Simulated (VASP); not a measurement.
These are TPSS meta-GGA, VASP's PBE PAW potentials (set 64) (plane waves; VASP) values and carry that method's errors.

VASP input:

**KPOINTS**
```
Automatic mesh
0
Gamma
7 7 7
0 0 0
```

INCAR:
```
SYSTEM = PbSe
PREC = Accurate
ENCUT = 520
EDIFF = 1E-6
NELM = 100
ALGO = Normal
LREAL = .FALSE.
LASPH = .TRUE.
ISMEAR = 0
SIGMA = 0.05
METAGGA = TPSS
LMIXTAU = .TRUE.
LMAXMIX = 4
LWAVE = .FALSE.
LCHARG = .FALSE.
IBRION = 2
ISIF = 3
NSW = 60
EDIFFG = -0.01
```

File POSCAR:
```
PbSe
1.0
  0.0000000000   3.0964892041   3.0964892041
  3.0964892041   0.0000000000   3.0964892041
  3.0964892041   3.0964892041   0.0000000000
Pb Se
1 1
Cart
  0.0000000000   0.0000000000   0.0000000000
  3.0964892041   3.0964892041   3.0964892041
```

POTCAR, in this order: Pb_d Se (PBE.64 set). Program: vasp_std.

### Question
Predict the energy per atom (σ→0).

### Answer

The energy per atom (σ→0) is -7.921 eV/atom.

**OSZICAR**
```
...
DAV:  12    -0.158420375340E+02   -0.35455E-02   -0.15343E-03   608   0.476E-01    0.822E-02
DAV:  13    -0.158423166627E+02   -0.27913E-03   -0.12669E-03   566   0.654E-01    0.271E-02
DAV:  14    -0.158426385391E+02   -0.32188E-03   -0.35644E-04   560   0.230E-01    0.127E-02
DAV:  15    -0.158426774318E+02   -0.38893E-04   -0.33161E-05   572   0.826E-02    0.481E-03
DAV:  16    -0.158426708234E+02    0.66084E-05   -0.24538E-05   560   0.672E-02    0.260E-03
DAV:  17    -0.158426694888E+02    0.13346E-05   -0.98118E-07   544   0.128E-02    0.112E-03
DAV:  18    -0.158426700686E+02   -0.57980E-06   -0.12071E-07   334   0.379E-03
   1 F= -.15842670E+02 E0= -.15842670E+02  d E =-.158427E+02
```

The compound is PbSe in the rock salt structure. It was relaxed first. The start is the result of an earlier pass.
